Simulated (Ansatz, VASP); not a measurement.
# TiFe in two plane-wave programs, part 2 of 2

Aim: how closely do two programs agree when they are given the same cell, functional and k mesh? The cell is taken from a series of runs on this material, whose earlier steps may have relaxed, scaled, displaced or heated it; both programs get it as it stands.

VASP 6.6.1 and Ansatz 0.2.0.

So far: Starting point; VASP: relaxation of cell and atoms, PBEsol; Ansatz: relaxation of cell and atoms, PBEsol; Side by side.

### Step 5. VASP: zone-centre phonons, PBEsol

Level of this step: PBEsol, no spin polarisation; plane waves and PAW (Ti_sv, Fe) (VASP).

Second derivatives magnify differences that forces hide, and they need a tight electronic threshold.

INCAR

```
SYSTEM = TiFe
PREC = Accurate
ENCUT = 600
EDIFF = 1E-08
NELM = 120
ISMEAR = -1
SIGMA = 0.1
LREAL = .FALSE.
ALGO = Normal
GGA = PS
NBANDS = 16
LASPH = .TRUE.
LORBIT = 11
LWAVE = .FALSE.
LCHARG = .FALSE.
ISIF = 2
IBRION = 8
GGA_COMPAT = .FALSE.
KPAR = 2
```

POSCAR

```
TiFe
1.0
    2.9152856154      0.0000000000      0.0000000000
    0.0000000000      2.9152856154      0.0000000000
    0.0000000000      0.0000000000      2.9152856154
Ti Fe
1 1
Direct
    0.5000000000      0.5000000000      0.5000000000
    0.0000000000      0.0000000000      0.0000000000
```

KPOINTS

```
Automatic mesh
0
Gamma
16 16 16
0 0 0
```

The projector-augmented-wave data sets are Ti_sv and Fe (PBE family, release 64).

Run with:

```sh
mpirun -np 2 vasp_std
```

Numbers of over 12 decimals in the logs are rounded to 6 here.

Log:

```text
[banner, memory and clock lines left out]
running    2 mpi-ranks, on    1 nodes
[...]
[... a notice as in an earlier step ...]

 LDA part: xc-table for (Slater+PW92), standard interpolation
 POSCAR, INCAR and KPOINTS ok, starting setup
[...]
entering main loop
       N       E                     dE             d eps       ncg     rms          rms(c)
DAV:   1     0.163549197702E+03    0.16355E+03   -0.11517E+04  5408   0.180E+03
DAV:   2    -0.732969084686E+01   -0.17088E+03   -0.16557E+03  5640   0.385E+02
DAV:   3    -0.204124812364E+02   -0.13083E+02   -0.12936E+02  8672   0.101E+02
DAV:   4    -0.209143286515E+02   -0.50185E+00   -0.50124E+00  6168   0.158E+01
[...]
DAV:  16    -0.182307335631E+02   -0.84364E-07   -0.95558E-08  6752   0.298E-03    0.777E-04
DAV:  17    -0.182307335313E+02    0.31866E-07   -0.20648E-08  2928   0.188E-03    0.131E-04
DAV:  18    -0.182307335354E+02   -0.41350E-08   -0.26782E-09  2640   0.606E-04
   1 F= -.18230734E+02 E0= -.18219425E+02  d E =-.226174E-01
[...]
RMM:  35    -0.574678042131E+00   -0.48426E-08   -0.33884E-07 23288   0.140E-04    0.720E-06
RMM:  36    -0.574678033298E+00    0.88331E-08   -0.31173E-07 20491   0.133E-04    0.677E-06
RMM:  37    -0.574678042612E+00   -0.93143E-08   -0.30539E-07 19938   0.126E-04    0.692E-06
 first order change of Fermi-energy  -0.28660E-02
 force on displaced ion       1 direction 1 :  -5.874  -0.000   0.000
 Linear response progress:
  Degree of freedom:   2/  2
       N       E                     dE             d eps       ncg     rms          rms(c)
RMM:   1    -0.163055051896E+00   -0.16306E+00   -0.79431E-02 27153   0.416E+00
RMM:   2    -0.163338444172E+00   -0.28339E-03   -0.34432E-03 21948   0.605E-01    0.253E-01
RMM:   3    -0.163033176931E+00    0.30527E-03   -0.62721E-04 25736   0.164E-01    0.153E-01
RMM:   4    -0.163543053501E+00   -0.50988E-03   -0.63206E-04 25479   0.194E-01    0.118E-01
[...]
RMM:  12    -0.163405751548E+00   -0.44758E-06   -0.53211E-07 28681   0.503E-04    0.282E-05
RMM:  13    -0.163405785456E+00   -0.33908E-07   -0.11511E-07 31288   0.237E-04    0.237E-05
RMM:  14    -0.163405784854E+00    0.60218E-09    0.24917E-08 30161   0.136E-04    0.101E-05
 first order change of Fermi-energy   0.32304E-02
 force on displaced ion       2 direction 1 :  -5.855  -0.000   0.000
 Linear response finished
```

OUTCAR, selected parts (step 5):

```text
  Total       -0.0381239     -0.0381239     -0.0381239      0.0000000      0.0000000     -0.0000000
  in kB       -2.4652730     -2.4652730     -2.4652730      0.0000000      0.0000000     -0.0000000
  external PRESSURE =      -2.4652730 kB  Pullay stress =       0.0000000 kB

 POSITION                                       TOTAL-FORCE (eV/Angst)
 -----------------------------------------------------------------------------------
      1.45764      1.45764      1.45764         0.000000      0.000000      0.000000
      0.00000      0.00000      0.00000         0.000000      0.000000      0.000000
 -----------------------------------------------------------------------------------
    total drift:                                0.000000      0.000000     -0.000000

[... 2 further parts left out ...]
```

### Step 6. Ansatz: zone-centre phonons, PBEsol

The same cell, functional, mesh and smearing now go to Ansatz, which takes its cutoff from its data sets.

The cell is taken from a series of runs on this material, whose earlier steps may have relaxed, scaled, displaced or heated it; both programs get it as it stands.

input.yaml

```yaml
crystal:
  lattice:
    - [2.9152856154, 0.0, 0.0]
    - [0.0, 2.9152856154, 0.0]
    - [0.0, 0.0, 2.9152856154]
  atoms:
    - { symbol: Ti, position: [0.5, 0.5, 0.5] }
    - { symbol: Fe, position: [0.0, 0.0, 0.0] }
kpoints:
  mp_grid: { grid: [16, 16, 16] }
hamiltonian:
  xc: pbesol
scf:
  occupations: { method: fermi_dirac, width: 0.1 }
output:
  eigenvalues: true
phonons:
  method: dfpt
  qpoints:
    - [0, 0, 0]
    - [0.0, 0.0625, 0.0]
    - [0.0, 0.1875, 0.0]
    - [0.0, 0.3125, 0.0]
    - [0.0, 0.4375, 0.0]
```

Run with:

```sh
ansatz run input.yaml --threads 4 --pin off --max-ram 8192MiB --backend cpu --events-out ev --progress --plain --runs-dir out
```

Log:

```text
[...]
Crystal: 2 atoms, lattice volume = 24.777 Å³
Basis set: ecut = 420 eV, 461 PW (Γ), exchange–correlation on 40×40×40 points (8 copies of the dense FFT grid, shifted against one another)
Bands: 18, of which v1, the nominal top of the filled ones, is band 14 counted from 1 (13 counted from 0)
Symmetry: 48 space group operations
k-points: 165 of 4096
[...]
q = [0, 0, 0] (of the zone-centre solve; hermiticity 5.48e-7, symmetrization 2.51e-12): -0.00 -0.00 0.00 249.35 249.35 249.35
  q = [0, 0.0625, 0] (4 solved perturbations in 4032 linear systems a pass and spin channel, the states on 1296 of 4096 k-point pairs; hermiticity 5.29e-7, symmetrization 9.00e-12): 23.86 23.86 54.36 248.43 248.43 260.86
[...]
sum rule: each row above includes the acoustic sum rule's correction from the zone centre's row sums; it moved no ω² by more than (1.35 cm⁻¹)²
[key lines of the parts left out:]
SCF converged after 8 iterations
Free energy (F): -6923.706703 eV
Fermi energy:    18.093538 eV
```

### Step 7. Comparison

What differs besides the data sets and the points named for the pairs above, as far as they apply: the data sets hold 28 valence electrons in Ansatz (on its default PAW (the set named soft_2) files) and 20 in VASP. Total energies have different zeros and are not compared.

Both answers:

| quantity | Ansatz | VASP | difference |
| --- | --- | --- | --- |
| optical mode 1 to 3 (cm⁻¹) | 249.3 | 248.7 | +0.25 % |

Modes are paired by rising frequency, not by their patterns, so a pair may set unlike modes beside each other; they are those without the splitting of longitudinal modes.

### Step 8. Results

| Property | Result |
| --- | --- |
| difference in volume (relaxation of cell and atoms, PBEsol) | 0.24 % |
| r.m.s. difference of the optical zone-centre modes, each program's sorted by frequency (zone-centre phonons, PBEsol) | 0.61 cm⁻¹ |

What this shows: The difference in volume is 0.24 % (relaxation of cell and atoms, PBEsol), within the 1.2 % picked in this series as the mark of a large difference, as far as the stopping tolerances let one tell. The data sets hold unlike numbers of valence electrons (28 in Ansatz and 20 in VASP), so part of the differences comes from the potentials. Such differences can come from data sets, numerical settings and the points named under the comparisons, not from the functional's error against experiment.

[Lines on the potential files, build, host, timing and source positions are cut from VASP's logs without a mark.]

[Logs are printed without paths, hosts, clocks, repeated set-up lines and the standing remarks that a program may print on its own settings, such as how far it seeks lower states.]

[Hosts, paths, dates, database ids (printed as entryN), source tags and the programs' standing remarks are cut or masked in the printed files.]
